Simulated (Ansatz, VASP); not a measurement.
# SiC2N4: VASP beside Ansatz

One calculation is typed for both programs; each brings its own data sets and cutoff. How far apart do they land?

Program: Ansatz 0.2.0. Level of theory: plane waves, with VASP 6.6.1 beside it; single point at LDA. Results are calculated unless marked as measured.

## 1. The starting structure

It takes space group Pn-3m (No. 224, cubic). The conventional cell has a = 6.189 Å, b = 6.189 Å, c = 6.189 Å, α = 90.00°, β = 90.00°, γ = 90.00°. Nearest to Si lie 4 N at 1.58 Å. Nearest to N lie 1 C at 1.10 Å and 1 Si at 1.58 Å. C has 2 N at 1.10 Å nearest. Farther neighbours and most contacts between anions are not listed.

Coordinates:

```cif
data_structure
_symmetry_space_group_name_H-M 'Pn-3m:1'
_symmetry_Int_Tables_number 224
_cell_length_a 6.1885
_cell_length_b 6.1885
_cell_length_c 6.1885
_cell_angle_alpha 90.000
_cell_angle_beta 90.000
_cell_angle_gamma 90.000
_cell_volume 237.00
loop_
_atom_site_label
_atom_site_type_symbol
_atom_site_symmetry_multiplicity
_atom_site_Wyckoff_symbol
_atom_site_fract_x
_atom_site_fract_y
_atom_site_fract_z
_atom_site_occupancy
Si1 Si 2 a 0.50000 0.50000 0.50000 1
N1 N 8 e 0.35300 0.35300 0.64700 1
C1 C 4 c 0.25000 0.75000 0.25000 1
```

## 2. Ansatz: single point, LDA

Ansatz runs on its default PAW (the set named soft_2) files.

With cell and atoms fixed, the geometry can't cause a difference; cores, projectors, grids and the points listed under the comparison can.

File input.yaml:

```yaml
crystal:
  lattice:
    - [6.1885, 0.0, 0.0]
    - [0.0, 6.1885, 0.0]
    - [0.0, 0.0, 6.1885]
  atoms:
    - { symbol: Si, position: [0.5, 0.5, 0.5] }
    - { symbol: Si, position: [0.0, 0.0, 0.0] }
    - { symbol: "N", position: [0.353, 0.353, 0.647] }
    - { symbol: "N", position: [0.147, 0.853, 0.147] }
    - { symbol: "N", position: [0.647, 0.647, 0.647] }
    - { symbol: "N", position: [0.853, 0.147, 0.147] }
    - { symbol: "N", position: [0.353, 0.647, 0.353] }
    - { symbol: "N", position: [0.147, 0.147, 0.853] }
    - { symbol: "N", position: [0.647, 0.353, 0.353] }
    - { symbol: "N", position: [0.853, 0.853, 0.853] }
    - { symbol: C, position: [0.25, 0.75, 0.25] }
    - { symbol: C, position: [0.25, 0.25, 0.75] }
    - { symbol: C, position: [0.75, 0.25, 0.25] }
    - { symbol: C, position: [0.75, 0.75, 0.75] }
hamiltonian:
  xc: lda
  pseudopotentials: { kind: paw }
kpoints:
  mp_grid: { grid: [3, 3, 3] }
scf:
  occupations: { method: gaussian, width: 0.01 }
  n_extra_bands: 7
output:
  forces: true
  stress: true
  eigenvalues: true
  write_density: true
  write_potential: true
  elf: true
  volumetric_format: npy
```

On the command line:

```
$ ansatz run input.yaml --threads 4 --pin off --max-ram 9216MiB --backend cpu --events-out ev --progress --plain --runs-dir out
```

Numbers of over 12 decimals in the logs are rounded to 6 here.

Output:

```text
scf.n_extra_bands = 7 over 32 filled bands (N_el = 64.0): the run solves 39 bands
Engine: ansatz 0.2.0, aarch64-unknown-linux-gnu
Pseudopotentials: kind: paw
Pseudopotential: Si, paw, valence charge 4, recommended cutoff 420 eV (normal), Si.paw.azcp
Pseudopotential: N, paw, valence charge 5, recommended cutoff 420 eV (normal), N.paw.azcp
Pseudopotential: C, paw, valence charge 4, recommended cutoff 420 eV (normal), C.paw.azcp
Functional definition: SPW92
  exchange = slater_x
  correlation = pw_c
Crystal: 14 atoms, lattice volume = 237.004 Å³
Basis set: ecut = 420 eV, 4625 PW (Γ)
Bands: 39, of which v1, the nominal top of the filled ones, is band 32 counted from 1 (31 counted from 0)
Symmetry: 48 space group operations
Space group: Pn-3m (ITA 224), of the structure as read, at distance tolerance 6.2e-5 Å
k-points: 4 of 27
Non-local potential: Si, projectors of the file, l = 0: 2, l = 1: 2, l = 2: 2
Non-local potential: N, projectors of the file, l = 0: 2, l = 1: 2, l = 2: 1
Non-local potential: C, projectors of the file, l = 0: 2, l = 1: 2, l = 2: 1
PAW form: soft (Blöchl's): semilocal exchange-correlation on the pseudo side does not see the compensation charge
PAW frozen core: Si, regenerated for the run's functional, and the local potential with it (the file was generated under x = pbe(κ = 0.804, μ = 0.219515), c = pbe(β = 0.066725))
PAW frozen core: N, regenerated for the run's functional, and the local potential with it (the file was generated under x = pbe(κ = 0.804, μ = 0.219515), c = pbe(β = 0.066725))
PAW frozen core: C, regenerated for the run's functional, and the local potential with it (the file was generated under x = pbe(κ = 0.804, μ = 0.219515), c = pbe(β = 0.066725))
PAW one-centre angular grid: Si, 110 points (default); XC on 64 Gauss nodes
PAW one-centre angular grid: N, 110 points (default); XC on 64 Gauss nodes
PAW one-centre angular grid: C, 110 points (default); XC on 64 Gauss nodes
Initial density: superposition of atomic densities (neutral atoms: chi_scale 0, normalization atom), corrected by the library's trained network
Initial wavefunctions: pseudopotential atomic-orbital guess
Functional: x = slater, c = lda
SCF iter   1: F=—  HF=-5176.045623 eV  |F-HF|=—  |Δ(HF+E_count)|=         —  Δρ=8.83e-3  dr2=1.23e-1  ethr=1.77e-3  ⟨swp⟩=10.5  Hψ=951  notcnv=0
preconditioner: auto → Resta (q_TF=auto, 2.193 Å⁻¹)  ε∞=2.8  [insulator: Δε(μ)=3.935 eV  Ē_g=14.292 eV  σ=0.010 eV  W_gap=1.00  n_scr=32 (ndim 8)  ℏωp=19.3 eV  f_vac=0.358  D(μ)=0.00/eV (n_scr^D=0)  ε∞_Penn≈2.8]
SCF iter   2: F=—  HF=-5176.021908 eV  |F-HF|=—  |Δ(HF+E_count)|=   2.37e-2  Δρ=4.33e-3  dr2=2.39e-2  ethr=1.92e-4  ⟨swp⟩=3.0  Hψ=317  notcnv=0  defer=8
SCF iter   3: F=—  HF=-5176.019160 eV  |F-HF|=—  |Δ(HF+E_count)|=   2.75e-3  Δρ=8.79e-4  dr2=1.67e-3  ethr=3.73e-5  ⟨swp⟩=3.0  Hψ=280  notcnv=0  defer=8
SCF iter   4: F=—  HF=-5176.019043 eV  |F-HF|=—  |Δ(HF+E_count)|=   1.16e-4  Δρ=2.34e-4  dr2=1.24e-4  ethr=2.60e-6  ⟨swp⟩=2.0  Hψ=296  notcnv=0  defer=8
SCF iter   5: F=—  HF=-5176.019106 eV  |F-HF|=—  |Δ(HF+E_count)|=   6.27e-5  Δρ=6.64e-5  dr2=1.56e-5  ethr=1.94e-7  ⟨swp⟩=3.0  Hψ=301  notcnv=0  defer=8
SCF iter   6: F=—  HF=-5176.019038 eV  |F-HF|=—  |Δ(HF+E_count)|=   6.82e-5  Δρ=1.25e-5  dr2=4.88e-7  ethr=2.44e-8  ⟨swp⟩=2.2  Hψ=230  notcnv=0  defer=8
SCF iter   7: F=-5176.019039 eV  HF=-5176.019039 eV  |F-HF|=1.36e-8  |Δ(HF+E_count)|=   9.76e-7  Δρ=2.47e-6  dr2=1.73e-8  ethr=1.56e-10  ⟨swp⟩=17.5  Hψ=1353  notcnv=0
SCF 1 converged in 7 iterations: F = -5176.019039 eV  dr2 = 1.73e-8
  greatest PAW one-centre occupation: 0.870 electrons in one spin orbital (limit 2), on the C atom at site 12 (counted from 0), in its partial waves of l = 1
SCF converged after 7 iterations
Free energy (F): -5176.019039 eV
Harris-Foulkes:  -5176.019039 eV  (|F-HF|=1.36e-8)
Internal energy: -5176.019039 eV  (E = F + TS)
E sigma→0 (E₀):  -5176.019039 eV
Fermi energy:    2.364973 eV
--- Per-component energies (eV) ---
  E_band       = -518.398851
  E_kinetic    = 1582.439493
  E_local      = -5018.605299  (includes V_loc(G=0)·N_el)
  E_nonlocal   = 585.929438
  E_hartree    = 1750.127558
  E_xc         = -779.827034
  E_vxc        = -943.722378  (∫ρ·V_xc dr)
  E_paw        = -2309.389202  (= ΣΔE_a)
  E_vpaw       = -224.697876  (= ΣTr[D̂ρ^β])
  E_aug_tail   = 0.000930  (compensation charges beyond the density's cutoff)
  E_ewald      = -987.755267
  E_core_change = 1.060344  (= ΣΔE_core)
  E_smearing   = -0.000000  (= −TS)
  E_closure    = -0.000000  (closes the sum)
  Σ components = -5176.019039   (vs F -5176.019039, Δ=0.00e0)
--- Forces (eV/Å), atoms counted from 1 ---
  atom   1  Si    -0.00000000    -0.00000000     0.00000000
  atom   2  Si    -0.00000000    -0.00000000     0.00000000
  atom   3  N      5.05067538     5.05067538    -5.05067538
  atom   4  N     -5.05067538     5.05067538    -5.05067538
  atom   5  N     -5.05067538    -5.05067538    -5.05067538
  atom   6  N      5.05067538    -5.05067538    -5.05067538
  atom   7  N      5.05067538    -5.05067538     5.05067538
  atom   8  N     -5.05067538    -5.05067538     5.05067538
  atom   9  N     -5.05067538     5.05067538     5.05067538
  atom  10  N      5.05067538     5.05067538     5.05067538
  atom  11  C      0.00000000     0.00000000     0.00000000
  atom  12  C      0.00000000     0.00000000     0.00000000
  atom  13  C      0.00000000     0.00000000     0.00000000
  atom  14  C      0.00000000     0.00000000     0.00000000
  max |Σ_I F_I| component: 7.11e-15 eV/Å
--- Stress (GPa, compression-positive) ---
       39.160044       0.000000       0.000000
        0.000000      39.160044       0.000000
        0.000000       0.000000      39.160044
  P = ⅓ Tr σ = 39.1600 GPa (391.600 kbar)
--- Band table (eV) ---
  k-point 0: bands = [... 28 lower, -1.6053, 0.3667, 0.3667, 0.3667, 4.3632, 5.5266, 5.5266, 5.5266, ... 3 higher]
  k-point 1: bands = [... 28 lower, -1.1212, -0.1611, -0.0439, -0.0439, 4.8780, 5.7739, 6.0669, 6.0876, ... 3 higher]
  k-point 2: bands = [... 28 lower, -0.7977, -0.6055, -0.3567, 0.0319, 5.2447, 5.8114, 5.9360, 6.1697, ... 3 higher]
  k-point 3: bands = [... 28 lower, -1.1774, -0.1843, -0.1843, 0.3397, 5.2300, 5.7715, 5.7715, 6.0196, ... 3 higher]
```

Elapsed: 3.9 s, on 4 threads of Arm Neoverse V1, shared host; peak memory 0.48 GiB.

Reading the cycles: dr2 is the Hartree energy of the density residual (eV), the measure of convergence; HF is the Harris–Foulkes estimate of the energy, which meets the free energy F at convergence.

The run ends at a pressure of 39.16 GPa, with forces up to 8.7 eV/Å.

## 3. VASP: single point, LDA

The same cell, functional (in two slightly different forms), mesh and smearing now go to VASP, with its own data sets and cutoff.

Lines of VASP's logs that name or quote its potential files are left out, and so is its time.

File INCAR:

```
SYSTEM = SiC2N4
PREC = Accurate
ENCUT = 520
EDIFF = 1E-07
NELM = 100
ISMEAR = 0
SIGMA = 0.01
LREAL = .FALSE.
ALGO = Normal
GGA = CA
NBANDS = 46
LORBIT = 11
LWAVE = .FALSE.
LCHARG = .FALSE.
KPAR = 2
NCORE = 2
```

File POSCAR:

```
SiC2N4
1.0
    6.1885000000      0.0000000000      0.0000000000
    0.0000000000      6.1885000000      0.0000000000
    0.0000000000      0.0000000000      6.1885000000
Si N C
2 8 4
Direct
    0.5000000000      0.5000000000      0.5000000000
    0.0000000000      0.0000000000      0.0000000000
    0.3530000000      0.3530000000      0.6470000000
    0.1470000000      0.8530000000      0.1470000000
    0.6470000000      0.6470000000      0.6470000000
    0.8530000000      0.1470000000      0.1470000000
    0.3530000000      0.6470000000      0.3530000000
    0.1470000000      0.1470000000      0.8530000000
    0.6470000000      0.3530000000      0.3530000000
    0.8530000000      0.8530000000      0.8530000000
    0.2500000000      0.7500000000      0.2500000000
    0.2500000000      0.2500000000      0.7500000000
    0.7500000000      0.2500000000      0.2500000000
    0.7500000000      0.7500000000      0.7500000000
```

File KPOINTS:

```
Automatic mesh
0
Gamma
3 3 3
0 0 0
```

Potentials, in the order of the species: Si, N and C (PBE family, release 64).

On the command line:

```
$ mpirun -np 4 vasp_std
```

Output:

```text
[banner, memory and clock lines left out]
running    4 mpi-ranks, on    1 nodes
 distrk:  each k-point on    2 cores,    2 groups
 distr:  one band on    2 cores,    1 groups

 POSCAR found type information on POSCAR SiN C
 POSCAR found :  3 types and      14 ions
|                                                                             |
|               ----> ADVICE to this user running VASP <----                  |
|                                                                             |
|     You enforced a specific xc type in the INCAR file but a different       |
|     [... a line on the potential file left out ...]
|     I HOPE YOU KNOW WHAT YOU ARE DOING!                                     |
|                                                                             |

 LDA part: xc-table for (Slater(with rela. corr.)+CA(PZ))
 , standard interpolation
 POSCAR, INCAR and KPOINTS ok, starting setup
 FFT: planning ... GRIDC
 FFT: planning ... GRID_SOFT
 FFT: planning ... GRID
 WAVECAR not read
 entering main loop
       N       E                     dE             d eps       ncg     rms          rms(c)
DAV:   1     0.449757870957E+03    0.44976E+03   -0.30554E+04   368   0.120E+03
DAV:   2    -0.973642840563E+02   -0.54712E+03   -0.52862E+03   488   0.311E+02
DAV:   3    -0.143506896974E+03   -0.46143E+02   -0.45842E+02   448   0.962E+01
DAV:   4    -0.144267061437E+03   -0.76016E+00   -0.75792E+00   442   0.144E+01
DAV:   5    -0.144284910659E+03   -0.17849E-01   -0.17845E-01   438   0.193E+00    0.315E+01
DAV:   6    -0.123284284970E+03    0.21001E+02   -0.48132E+01   424   0.295E+01    0.156E+01
DAV:   7    -0.120795733772E+03    0.24886E+01   -0.68429E+00   408   0.112E+01    0.755E+00
DAV:   8    -0.120511850394E+03    0.28388E+00   -0.97789E-01   440   0.425E+00    0.137E+00
DAV:   9    -0.120509990045E+03    0.18603E-02   -0.39019E-02   434   0.101E+00    0.594E-01
DAV:  10    -0.120515011779E+03   -0.50217E-02   -0.65719E-03   404   0.442E-01    0.148E-01
DAV:  11    -0.120515791631E+03   -0.77985E-03   -0.19267E-03   398   0.180E-01    0.487E-02
DAV:  12    -0.120515959193E+03   -0.16756E-03   -0.93121E-05   424   0.487E-02    0.278E-02
DAV:  13    -0.120515967767E+03   -0.85744E-05   -0.31414E-05   434   0.219E-02    0.105E-02
DAV:  14    -0.120515969211E+03   -0.14441E-05   -0.35586E-06   432   0.839E-03    0.402E-03
DAV:  15    -0.120515969869E+03   -0.65828E-06   -0.43794E-07   378   0.311E-03    0.170E-03
DAV:  16    -0.120515969837E+03    0.32671E-07   -0.88477E-08   336   0.140E-03
   1 F= -.12051597E+03 E0= -.12051597E+03  d E =-.727848E-17
```

(Part 1 of 2 ends here.)

[Lines on the potential files, build, host, timing and source positions are cut from VASP's logs without a mark.]

[Logs are printed without paths, hosts, clocks, repeated set-up lines and the standing remarks that a program may print on its own settings, such as how far it seeks lower states.]

[Hosts, paths, dates, database ids (printed as entryN), source tags and the programs' standing remarks are cut or masked in the printed files.]
